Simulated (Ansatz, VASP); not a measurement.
# Sb (Antimony) in two plane-wave programs, part 2 of 2

One calculation is typed for both programs; each brings its own data sets. How far apart do they land? The cell is taken from a series of runs on this material, whose earlier steps may have relaxed, scaled, displaced or heated it; both programs get it as it stands.

VASP 6.6.1 and Ansatz 0.2.0.

So far: The structure; VASP: relaxation of cell and atoms, PBEsol, pair 1; Ansatz: relaxation of cell and atoms, PBEsol, pair 1; Comparison; VASP: relaxation of cell and atoms, PBEsol, pair 2.

### 6. Ansatz: relaxation of cell and atoms, PBEsol, pair 2

Level of this step: Ansatz beside VASP: Kohn-Sham DFT, plane waves, PBEsol (Ansatz).

The same cell, functional, mesh and smearing now go to Ansatz, which takes its cutoff from its data sets.

The cell is taken from a series of runs on this material, whose earlier steps may have relaxed, scaled, displaced or heated it; both programs get it as it stands.

Input file input.yaml:

```yaml
crystal:
  lattice:
    - [-2.1709878107, 2.1709878107, 3.114095478]
    - [2.1709878107, -2.1709878107, 3.114095478]
    - [2.1709878107, 2.1709878107, -3.114095478]
  atoms:
    - { symbol: Sb, position: [0.7300444262, 0.7300444262, 0.0] }
    - { symbol: Sb, position: [0.2699555738, 0.2699555738, 0.0] }
kpoints:
  mp_grid: { grid: [12, 12, 12] }
hamiltonian:
  xc: pbesol
  pseudopotentials: { kind: nc }
scf:
  occupations: { method: methfessel_paxton, width: 0.15 }
output:
  forces: true
  stress: true
  eigenvalues: true
relax:
  adjacent_minimum: "off"
  f_tol: 0.001
  max_steps: 60
  cell: { stress_tol: 0.01 }
```

On the command line:

```sh
$ ansatz run input.yaml --threads 4 --pin off --max-ram 7168MiB --backend cpu --events-out ev --progress --plain --runs-dir out
```

Numbers of over 12 decimals in the logs are rounded to 6 here.

Log:

```text
[...]
Crystal: 2 atoms, lattice volume = 58.709 Å³
Basis set: ecut = 1088.45545 eV, 4781 PW (Γ), exchange–correlation on 96×96×96 points (8 copies of the dense FFT grid, shifted against one another)
Bands: 19, of which v1, the nominal top of the filled ones, is band 15 counted from 1 (14 counted from 0)
Symmetry: 16 space group operations
[...]
k-points: 163 of 1728
[...]
--- Relaxed structure (1 steps of the walk, 1 accepted, 1 SCFs on fresh bases) ---
[...]
cell:  # Å, volume = 58.7093 Å³
    - [-2.1709878107, 2.1709878107, 3.114095478]
    - [2.1709878107, -2.1709878107, 3.114095478]
    - [2.1709878107, 2.1709878107, -3.114095478]
  atoms:
    - { symbol: Sb, position: [0.730044, 0.730044, 0.0] }
    - { symbol: Sb, position: [0.269956, 0.269956, 0.0] }
[key lines of the parts left out:]
SCF converged after 6 iterations
Free energy (F): -4939.507553 eV
Fermi energy:    10.630923 eV
P = ⅓ Tr σ = -0.0019 GPa (-0.019 kbar)
```

### 7. Comparison

What differs besides the data sets and the points named for the pairs above, as far as they apply: the data sets hold 30 valence electrons in Ansatz (on norm-conserving files, of PseudoDojo where its log says so) and 10 in VASP. Total energies have different zeros and are not compared.

Compared:

```csv
quantity,Ansatz,VASP,difference
volume (Å³),58.71,58.87,-0.27 %
"edge a after relaxation, in the typed setting (Å)",4.373,4.377,-0.08 %
```

### 8. VASP: relaxation of cell and atoms, PBEsol, pair 3

The relaxed volume is the usual yardstick between codes: in a stiff, nearly cubic crystal its relative difference is about their pressure difference at one cell divided by the bulk modulus.

Input file INCAR:

```
SYSTEM = Sb
PREC = Accurate
ENCUT = 500
EDIFF = 1E-07
NELM = 120
ISMEAR = 1
SIGMA = 0.15
LREAL = .FALSE.
ALGO = Normal
GGA = PS
NBANDS = 11
LORBIT = 11
LWAVE = .FALSE.
LCHARG = .FALSE.
ISIF = 3
IBRION = 2
NSW = 80
EDIFFG = -0.005
LASPH = .TRUE.
GGA_COMPAT = .FALSE.
NELMIN = 4
KPAR = 2
```

Input file POSCAR:

```
Sb
1.0
    2.1617640000      1.2480950000      3.6784130000
   -2.1617640000      1.2480950000      3.6784130000
    0.0000000000     -2.4961900000      3.6784130000
Sb
2
Direct
    0.7358428757      0.7358428757      0.7358428757
    0.2641572149      0.2641572149      0.2641572149
```

Input file KPOINTS:

```
Automatic mesh
0
Gamma
12 12 12
0 0 0
```

PAW data sets: Sb (PBE family, release 64).

On the command line:

```sh
$ mpirun -np 2 vasp_std
```

Log:

```text
[... set-up lines as in an earlier step ...]
 entering main loop
       N       E                     dE             d eps       ncg     rms          rms(c)
DAV:   1     0.339273167161E+02    0.33927E+02   -0.35241E+03  4158   0.693E+02
DAV:   2    -0.733478136012E+01   -0.41262E+02   -0.39916E+02  5595   0.112E+02
DAV:   3    -0.911542249831E+01   -0.17806E+01   -0.17587E+01  5052   0.262E+01
DAV:   4    -0.913139858807E+01   -0.15976E-01   -0.15973E-01  4723   0.291E+00
[...]
DAV:   9    -0.911710982506E+01   -0.71811E-05   -0.13306E-05  4701   0.232E-02    0.498E-03
DAV:  10    -0.911710935287E+01    0.47219E-06   -0.16286E-06  4778   0.718E-03    0.914E-04
DAV:  11    -0.911710945197E+01   -0.99103E-07   -0.14021E-07  3446   0.238E-03
   1 F= -.91171095E+01 E0= -.91175288E+01  d E =-.911711E+01
[... from here on, the cycles between the ionic steps are left out ...]
   2 F= -.91172089E+01 E0= -.91176274E+01  d E =-.994559E-04
   3 F= -.91172962E+01 E0= -.91177152E+01  d E =-.186745E-03
   4 F= -.91172960E+01 E0= -.91177150E+01  d E =-.186560E-03
   5 F= -.91173124E+01 E0= -.91177355E+01  d E =-.163653E-04
   6 F= -.91173214E+01 E0= -.91177498E+01  d E =-.253832E-04
[...]
reached required accuracy - stopping structural energy minimisation
```

From OUTCAR (step 8):

```text
  Total        0.0034466      0.0034466     -0.0084327      0.0000000      0.0000000      0.0000000
  in kB        0.0924884      0.0924884     -0.2262884      0.0000000      0.0000000      0.0000000
  external PRESSURE =      -0.0137705 kB  Pullay stress =       0.0000000 kB

 POSITION                                       TOTAL-FORCE (eV/Angst)
 -----------------------------------------------------------------------------------
      0.00000      0.00000      8.13368         0.000000     -0.000000      0.001372
      0.00000      0.00000      2.91619        -0.000000      0.000000     -0.001372
 -----------------------------------------------------------------------------------
    total drift:                               -0.000000      0.000000     -0.000167

  FREE ENERGIE OF THE ION-ELECTRON SYSTEM (eV)
  ---------------------------------------------------
  free  energy   TOTEN  =        -9.1173213953 eV

  energy  without entropy=       -9.1186066886  energy(sigma->0) =       -9.11774983

[... 1 part as in an earlier step ...]

[... 3 further parts left out ...]
[key lines of the parts left out:]
E-fermi :   7.1976
```

### 9. Ansatz: relaxation of cell and atoms, PBEsol, pair 3

The same cell, functional, mesh and smearing now go to Ansatz, which takes its cutoff from its data sets.

The cell is taken from a series of runs on this material, whose earlier steps may have relaxed, scaled, displaced or heated it; both programs get it as it stands.

input.yaml, the sections that differ from step 6:

```yaml
crystal:
  lattice:
    - [2.1617642561, 1.2480951752, 3.6784131759]
    - [-2.1617642561, 1.2480951752, 3.6784131759]
    - [0.0, -2.4961903503, 3.6784131759]
  atoms:
    - { symbol: Sb, position: [0.7358428356, 0.7358428356, 0.7358428356] }
    - { symbol: Sb, position: [0.2641571644, 0.2641571644, 0.2641571644] }
# kpoints, hamiltonian, scf, output, relax: as in step 6
```

On the command line:

```sh
$ ansatz run input.yaml --threads 4 --pin off --max-ram 7168MiB --backend cpu --events-out ev --progress --plain --runs-dir out
```

Log:

```text
[...]
Crystal: 2 atoms, lattice volume = 59.548 Å³
Basis set: ecut = 1088.45545 eV, 4837 PW (Γ), exchange–correlation on 96×96×96 points (8 copies of the dense FFT grid, shifted against one another)
Bands: 19, of which v1, the nominal top of the filled ones, is band 15 counted from 1 (14 counted from 0)
Symmetry: 12 space group operations
[...]
k-points: 189 of 1728
[...]
k-point 188: bands = [... 11 lower, 1.3946, 9.2897, 9.2897, 10.0553, 10.5018, 10.5018, 11.4646, 17.8327]
--- Relaxed structure (3 steps of the walk, 3 accepted, 1 SCFs on fresh bases) ---
[...]
cell:  # Å, volume = 59.5573 Å³
    - [2.161438, 1.247907, 3.680095]
    - [-2.161438, 1.247907, 3.680095]
    - [0, -2.495814, 3.680095]
  atoms:
    - { symbol: Sb, position: [0.735820, 0.735820, 0.735820] }
    - { symbol: Sb, position: [0.264180, 0.264180, 0.264180] }
[key lines of the parts left out:]
SCF converged after 5 iterations
Free energy (F): -4939.530346 eV
Fermi energy:    10.505893 eV
P = ⅓ Tr σ = 0.0042 GPa (0.042 kbar)
```

### 10. Comparison

What differs besides the data sets and the points named for the pairs above, as far as they apply: the data sets hold 30 valence electrons in Ansatz (on norm-conserving files, of PseudoDojo where its log says so) and 10 in VASP. Total energies have different zeros and are not compared.

The two programs side by side:

```csv
quantity,Ansatz,VASP,difference
volume (Å³),59.56,59.71,-0.25 %
"edge a after relaxation, in the typed setting (Å)",4.447,4.450,-0.09 %
```

### 11. Results

```yaml
difference_in_volume_relaxation_of_cell_and_atoms_pbesol_pair_1: -0.27 %
difference_in_volume_relaxation_of_cell_and_atoms_pbesol_pair_2: -0.27 %
difference_in_volume_relaxation_of_cell_and_atoms_pbesol_pair_3: -0.25 %
```

In words: The difference in volume is -0.27 % (relaxation of cell and atoms, PBEsol, pair 2), within the 1.2 % picked in this series as the mark of a large difference, as far as the stopping tolerances let one tell. The data sets hold unlike numbers of valence electrons (15 in Ansatz and 5 in VASP and 30 in Ansatz and 10 in VASP), so part of the differences comes from the potentials. 4 further runs of this series are not shown here. How closely two codes agree says nothing of how well the functional describes the real material.

[Lines on the potential files, build, host, timing and source positions are cut from VASP's logs without a mark.]

[Logs are printed without paths, hosts, clocks, repeated set-up lines and the standing remarks that a program may print on its own settings, such as how far it seeks lower states.]

[Hosts, paths, dates, database ids (printed as entryN), source tags and the programs' standing remarks are cut or masked in the printed files.]
